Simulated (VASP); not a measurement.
Method: PBE GGA, VASP's PBE PAW potentials (set 64) (plane waves; VASP).

VASP ran on this input.

### INCAR
```
! general
SYSTEM   =  FePt
PREC     =  Accurate
ENCUT    =  400   ! plane-wave cut-off (eV)
LREAL    =  .FALSE.
LASPH    =  .TRUE.   ! aspherical one-centre terms

! electronic loop
EDIFF    =  1E-6
NELM     =  100
ALGO     =  Normal
LMAXMIX  =  6

! smearing
ISMEAR   =  1   ! Methfessel-Paxton
SIGMA    =  0.1

! functional
GGA      =  PE

! spin
ISPIN    =  2
MAGMOM   =  3.0 0.0
NUPDOWN  =  0

! ions
ISIF     =  2   ! forces and stress, cell fixed

! output
LWAVE    =  .FALSE.
LCHARG   =  .FALSE.
LORBIT   =  10
```

POSCAR:
```
FePt
7.420
  0.3665768194   0.0000000000   0.0000000000
  0.0000000000   0.3665768194   0.0000000000
  0.0000000000   0.0000000000   0.5000000000
Fe Pt
1 1
Cartesian
  0.0000000000   0.0000000000   0.0000000000
  0.1832884097   0.1832884097   0.2500000000
```

### KPOINTS
```
Regular mesh
0
Gamma
 12 12 9
```

POTCAR, in this order: Fe Pt (PBE.64 set). Program: vasp_std.

Output of the run:

### OUTCAR
```
 ion  position               nearest neighbor table
   1  0.000  0.000  0.000-   2 2.67   2 2.67   2 2.67   2 2.67   2 2.67   2 2.67   2 2.67   2 2.67
  LATTYP: Found a simple tetragonal cell.
 ALAT       =     2.7200000000
 C/A-ratio  =     1.3639705882
 Subroutine PRICEL returns:
 Original cell was already a primitive cell.
 Subroutine GETGRP returns: Found 16 space group operations
The static configuration has the point symmetry D_4h.
The dynamic configuration has the point symmetry D_4h.
The overall configuration has the point symmetry D_4h.
 Subroutine INISYM returns: Found 16 space group operations
 Subroutine IBZKPT returns following result:
 Found    140 irreducible k-points:

 Following reciprocal coordinates:
            Coordinates               Weight
  0.000000  0.000000  0.000000      1.000000
  0.083333  0.000000  0.000000      4.000000
  0.166667  0.000000  0.000000      4.000000
  0.250000  0.000000  0.000000      4.000000
  0.333333  0.000000  0.000000      4.000000
  0.416667  0.000000  0.000000      4.000000
  0.500000  0.000000  0.000000      2.000000
  0.083333  0.083333  0.000000      4.000000
...
```

OSZICAR:
```
       N       E                     dE             d eps       ncg     rms          rms(c)
DAV:   1     0.790686372394E+02    0.79069E+02   -0.74639E+03  8768   0.108E+03
DAV:   2    -0.121731624936E+02   -0.91242E+02   -0.82138E+02  8624   0.230E+02
DAV:   3    -0.147374978995E+02   -0.25643E+01   -0.24806E+01 10634   0.466E+01
DAV:   4    -0.147655061163E+02   -0.28008E-01   -0.27999E-01  9563   0.426E+00
DAV:   5    -0.147662980341E+02   -0.79192E-03   -0.79188E-03 11216   0.812E-01    0.206E+01
DAV:   6    -0.177129614452E+02   -0.29467E+01   -0.14768E+01  8965   0.787E+01    0.240E+01
DAV:   7    -0.145338370931E+02    0.31791E+01   -0.15637E+01 10801   0.924E+01    0.103E+01
DAV:   8    -0.141157766289E+02    0.41806E+00   -0.76783E-01 11234   0.148E+01    0.298E+00
DAV:   9    -0.140771525906E+02    0.38624E-01   -0.37468E-02 12896   0.326E+00    0.102E+00
DAV:  10    -0.140711792545E+02    0.59733E-02   -0.30239E-03 12792   0.101E+00    0.561E-01
DAV:  11    -0.140695534903E+02    0.16258E-02   -0.10825E-03 12138   0.363E-01    0.189E-01
DAV:  12    -0.140693609346E+02    0.19256E-03   -0.19674E-04 11201   0.148E-01    0.651E-02
DAV:  13    -0.140693476432E+02    0.13291E-04   -0.95746E-06 11284   0.408E-02    0.328E-02
DAV:  14    -0.140693495662E+02   -0.19230E-05   -0.14921E-05  8866   0.420E-02    0.115E-02
DAV:  15    -0.140693512401E+02   -0.16740E-05   -0.77313E-06  5985   0.240E-02    0.402E-03
DAV:  16    -0.140693517665E+02   -0.52634E-06   -0.13710E-06  4928   0.964E-03
   1 F= -.14069352E+02 E0= -.14069670E+02  d E =0.953905E-03  mag=    -0.0000
```

OUTCAR:
```
------------------------ aborting loop because EDIFF is reached ----------------------------------------
  FORCE on cell =-STRESS in cart. coord.  units (eV):
  Direction    XX          YY          ZZ          XY          YZ          ZX
  --------------------------------------------------------------------------------------
  Total       -2.3885888     -2.3885888     -1.8001939      0.0000000      0.0000000      0.0000000
  in kB     -139.4248731   -139.4248731   -105.0795372      0.0000000      0.0000000      0.0000000
  external PRESSURE =    -127.9764278 kB  Pullay stress =       0.0000000 kB
  volume of cell :       27.45
      direct lattice vectors                 reciprocal lattice vectors
     2.720000000  0.000000000  0.000000000     0.367647059  0.000000000  0.000000000
     0.000000000  2.720000000  0.000000000     0.000000000  0.367647059  0.000000000
     0.000000000  0.000000000  3.710000000     0.000000000  0.000000000  0.269541779
 POSITION                                       TOTAL-FORCE (eV/Angst)
 -----------------------------------------------------------------------------------
      0.00000      0.00000      0.00000         0.000000      0.000000      0.000000
      1.36000      1.36000      1.85500         0.000000      0.000000      0.000000
 -----------------------------------------------------------------------------------
    total drift:                                0.000000     -0.000000     -0.000000
  FREE ENERGIE OF THE ION-ELECTRON SYSTEM (eV)
  ---------------------------------------------------
  free  energy   TOTEN  =       -14.0693517665 eV

  energy  without entropy=      -14.0703056713  energy(sigma->0) =      -14.06966973

 total charge

# of ion       s       p       d       tot
------------------------------------------
    1        0.397   0.436   6.238   7.072
    2        0.716   0.678   7.945   9.339
--------------------------------------------------
tot          1.113   1.114  14.184  16.411

 magnetization (x)

# of ion       s       p       d       tot
------------------------------------------
    1        0.000   0.000   0.000   0.000
    2        0.000  -0.000  -0.000  -0.000
--------------------------------------------------
tot          0.000  -0.000   0.000   0.000
```
(Selected blocks of OUTCAR.)

The compound is FePt in the L1_0 structure. The cell was not relaxed at this level. The run is one of a series of settings (NUPDOWN = 0 against the base run), some of them coarse on purpose.
